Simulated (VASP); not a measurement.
Here is the system:

```
CELL_PARAMETERS angstrom
      0.00000     2.92885     2.92885
      2.92885     0.00000     2.92885
      2.92885     2.92885     0.00000
ATOMIC_POSITIONS crystal
  Al 0.25000 0.25000 0.25000
  Al 0.75000 0.75000 0.75000
  Pt 0.00000 0.00000 0.00000
```

Calculation: LDA (Ceperley-Alder, Perdew-Zunger), VASP's LDA PAW potentials (set 64) (plane waves; VASP). Numerical set-up: 400 eV cut-off, 8×8×8 Γ-centred mesh, first-order Methfessel-Paxton smearing of 0.10 eV, potentials Al Pt.

Unless said otherwise, spin-orbit coupling is left out, though it shifts the bands of the heavy elements here.

### Question
Estimate the energy per atom (σ→0), band gap (on the k-mesh) with the smallest direct gap where there is one.

### Answer

* **band gap (on the k-mesh)**: none (metal, semimetal or under 0.01 eV)
* **energy per atom (σ→0)**: -6.194 eV/atom

The compound is PtAl2 in the fluorite structure. It was relaxed first. The start is the result of an earlier pass.
